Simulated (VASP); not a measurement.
Here is the system:

```
CELL_PARAMETERS angstrom
     10.93707     0.00000     0.00000
      0.00000    10.93707     0.00000
      0.00000     0.00000    10.93707
ATOMIC_POSITIONS crystal
  Si 0.50032 0.99910 0.99920
  Si 0.62651 0.12370 0.12380
  Si 0.75122 0.24868 0.99837
  Si 0.87621 0.37339 0.12378
  Si 0.75123 0.99830 0.24882
  Si 0.87621 0.12373 0.37358
  Si 0.00011 0.99977 0.99984
  Si 0.12770 0.12403 0.12412
  Si 0.25203 0.25121 0.00056
  Si 0.37953 0.37321 0.12882
  Si 0.50049 0.49940 0.00102
  Si 0.62673 0.62029 0.12879
  Si 0.74869 0.74786 0.00057
  Si 0.87584 0.87223 0.12415
  Si 0.25206 0.00043 0.25127
  Si 0.37957 0.12869 0.37323
  Si 0.50879 0.25112 0.25120
  Si 0.74875 0.49101 0.25118
  Si 0.87117 0.62030 0.37325
  Si 0.50053 0.00094 0.49947
  Si 0.62672 0.12874 0.62041
  Si 0.74875 0.25116 0.49118
  Si 0.87117 0.37323 0.62046
  Si 0.74868 0.00043 0.74791
  Si 0.87586 0.12404 0.87227
  Si 0.00079 0.49958 0.99920
  Si 0.12845 0.62251 0.12924
  Si 0.24966 0.75021 0.00265
  Si 0.37743 0.87144 0.12927
  Si 0.00163 0.24870 0.24880
  Si 0.12563 0.37438 0.37448
  Si 0.25814 0.49906 0.25859
  Si 0.38809 0.61183 0.40036
  Si 0.50085 0.74167 0.25858
  Si 0.62551 0.87422 0.37452
  Si 0.00081 0.99909 0.49970
  Si 0.12846 0.12914 0.62261
  Si 0.25818 0.25844 0.49913
  Si 0.38808 0.40023 0.61190
  Si 0.59963 0.61179 0.61193
  Si 0.74142 0.74165 0.49917
  Si 0.87075 0.87142 0.62262
  Si 0.24968 0.00257 0.75035
  Si 0.37741 0.12918 0.87156
  Si 0.50084 0.25847 0.74182
  Si 0.62548 0.37435 0.87434
  Si 0.74140 0.49908 0.74187
  Si 0.87077 0.62253 0.87156
  Si 0.99941 0.74783 0.25129
  Si 0.12655 0.87336 0.37448
  Si 0.99895 0.49941 0.49948
  Si 0.12355 0.62560 0.62568
  Si 0.25077 0.74918 0.50168
  Si 0.37431 0.87641 0.62570
  Si 0.99942 0.25120 0.74791
  Si 0.12655 0.37437 0.87343
  Si 0.25075 0.50158 0.74923
  Si 0.37430 0.62560 0.87643
  Si 0.49830 0.74917 0.74923
  Si 0.62549 0.87336 0.87343
  Si 0.99734 0.75021 0.75036
  Si 0.12506 0.87487 0.87495
  C  0.46735 0.53259 0.53262
```
Cell charge -1.

Method: PBE GGA, VASP's PBE PAW potentials (set 64) (plane waves; VASP). Settings: PREC = Normal, LREAL = Auto, ISYM = 0, NELECT = 253.0, 400 eV cut-off, 1×1×1 Γ-centred mesh, Gaussian smearing of 0.050 eV, potentials Si C. Starting moments (MAGMOM): 63*0.0476. The cell's moment is fixed (NUPDOWN = 3).

The cell is charged, with a uniform compensating background.  The supercell is sampled at Γ alone, which is coarse: total energies, pressure and levels can be off, energies of defects by several tenths of an eV.

**Question.** What does the run give for the cell moment, energy per atom (σ→0)?

**Answer.** 
```
Item                            Value
---------------------  --------------
cell moment                   3.00 μB
energy per atom (σ→0)  -5.225 eV/atom
```

**Question.** Give the moment on each site (PAW-sphere projection).

**Answer.** 
| site | moment (μB) |
|---|---|
| Si1 | 0.02 |
| Si2 | 0.01 |
| Si3 | 0.00 |
| Si4 | 0.01 |
| Si5 | 0.00 |
| Si6 | 0.01 |
| Si7 | 0.01 |
| Si8 | 0.00 |
| Si9 | 0.02 |
| Si10 | 0.01 |
| Si11 | 0.01 |
| Si12 | 0.01 |
| Si13 | 0.02 |
| Si14 | 0.00 |
| Si15 | 0.02 |
| Si16 | 0.01 |
| Si17 | 0.17 |
| Si18 | 0.17 |
| Si19 | 0.01 |
| Si20 | 0.01 |
| Si21 | 0.01 |
| Si22 | 0.17 |
| Si23 | 0.01 |
| Si24 | 0.02 |
| Si25 | 0.00 |
| Si26 | 0.02 |
| Si27 | 0.00 |
| Si28 | 0.01 |
| Si29 | 0.00 |
| Si30 | 0.00 |
| Si31 | 0.00 |
| Si32 | 0.01 |
| Si33 | 0.00 |
| Si34 | 0.01 |
| Si35 | 0.00 |
| Si36 | 0.02 |
| Si37 | 0.00 |
| Si38 | 0.01 |
| Si39 | 0.00 |
| Si40 | 0.00 |
| Si41 | 0.01 |
| Si42 | 0.00 |
| Si43 | 0.01 |
| Si44 | 0.00 |
| Si45 | 0.01 |
| Si46 | 0.00 |
| Si47 | 0.01 |
| Si48 | 0.00 |
| Si49 | 0.02 |
| Si50 | 0.02 |
| Si51 | 0.01 |
| Si52 | 0.01 |
| Si53 | 0.02 |
| Si54 | 0.01 |
| Si55 | 0.02 |
| Si56 | 0.02 |
| Si57 | 0.02 |
| Si58 | 0.01 |
| Si59 | 0.02 |
| Si60 | 0.02 |
| Si61 | 0.01 |
| Si62 | 0.00 |
| C63 | 0.14 |

Total energies compare only between runs with the same potentials, cut-off and functional.

The cell is a supercell with a defect, built from Si (diamond): C_Si-vac_Si, charge -1.
